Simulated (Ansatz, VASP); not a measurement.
**One calculation of CsHgH3, two programs**

```xyz
5
Lattice="3.4198 1.9744 2.7922 -3.4198 1.9744 2.7922 0.0000 -3.9488 2.7922" Properties=species:S:1:pos:R:3 pbc="T T T"
Cs    0.0000    0.0000    4.0394
Hg    0.0000    0.0000    8.2278
H    -1.7099    0.9872    1.3961
H     1.7099    0.9872    1.3961
H     0.0000   -1.9744    1.3961
```

Alike in both runs: task single point; functional PBE; k mesh 4 × 4 × 4; occupations gaussian, width 0.1 eV; no spin polarisation.

```csv
,VASP,Ansatz
version,VASP 6.6.1,Ansatz 0.2.0
potentials or method,"VASP PAW PBE potentials, release 64 (Cs_sv, Hg, H)","scalar-relativistic, plane waves, PAW"
plane-wave cutoff (eV),520,420
valence electrons in the cell,24,32
```

|  | VASP | Ansatz | Ansatz less VASP |
| --- | --- | --- | --- |
| gap on the k mesh at the Fermi level (eV) | none | none | - |
| pressure (GPa) | -5.6 | -5.6 | +0.01 |
| largest component of the traceless stress (GPa) | 0.11 | 0.11 | +0.001 |
| rms of the force components (eV/Å) | 0.104 | 0.105 | +0.0009 |

Atom by atom the forces differ by 0.001 eV/Å (rms over components). A gap of «none» marks a metal or a gap that the smearing closes. With one functional, cell and mesh, what is left measures potentials, basis and numerics. The two sets of potentials don't hold the same shells in valence.

The runs have no spin-orbit coupling, so splittings on Cs, Hg are missing.
